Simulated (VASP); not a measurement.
Here is a VASP 6.6.1 calculation.

The input INCAR:

```
SYSTEM = FeSi
  ALGO = Normal
  EDIFF = 1E-6
  EDIFFG = -0.01
  ENCUT = 600
  IBRION = 2
  ISIF = 3
  ISMEAR = 0
  KPAR = 2
  LASPH = .TRUE.
  LCHARG = .FALSE.
  LREAL = .FALSE.
  LWAVE = .FALSE.
  NELM = 80
  NSW = 90
  PREC = Accurate
  SIGMA = 0.03
```

KPOINTS

```
k-points
0
G
  8 8 8
  0 0 0
```

The input POSCAR:

```
FeSi
1.0
    4.5507000000      0.0000000000      0.0000000000
    0.0000000000      4.5507000000      0.0000000000
    0.0000000000      0.0000000000      4.5507000000
Fe Si
4 4
Direct
    0.1365200000      0.1365200000      0.1365200000
    0.3634800000      0.8634800000      0.6365200000
    0.6365200000      0.3634800000      0.8634800000
    0.8634800000      0.6365200000      0.3634800000
    0.8424000000      0.8424000000      0.8424000000
    0.6576000000      0.1576000000      0.3424000000
    0.3424000000      0.6576000000      0.1576000000
    0.1576000000      0.3424000000      0.6576000000
```

Potentials or basis: VASP PAW LDA potentials, release 64 (Fe, Si).

Launch:

```sh
$ cat potpaw_LDA.64/Fe/POTCAR potpaw_LDA.64/Si/POTCAR > POTCAR
$ mpirun -np 2 vasp_std > vasp.out
```

Predict the relaxed volume.

10.45 Å³/atom.

What does it give for the relaxed cell?

a = 4.373 Å, b = 4.373 Å, c = 4.373 Å, α = 90.00°, β = 90.00°, γ = 90.00°.

What does it give for the space group after relaxing (to 0.05 Å)?

P2_13 (No. 198).

Predict the band gap on the k mesh.

0.13 eV, indirect (least direct gap 0.16 eV).

Step by step:
```
step  energy change (eV)  largest force (eV/Å)  pressure (GPa)  volume (Å³)
   1              0.0000                0.3608          -24.25        94.24
   2              0.9571                1.2368           57.00        71.96
   3             -0.8972                0.1409           -1.15        84.10
   4             -0.8986                0.1592           -0.29        83.81
   5             -0.8985                0.1725            0.31        83.61
   6             -0.9030                0.0648            0.48        83.55
   7             -0.9033                0.0326            0.41        83.53
   8             -0.9033                0.0039           -0.67        83.83
   9             -0.9036                0.0187           -0.12        83.67
  10             -0.9037                0.0076           -0.03        83.64
```

Caveat: the volume moved by -11 % from the deposited cell, more than functionals usually miss. A k mesh can miss the band edges.
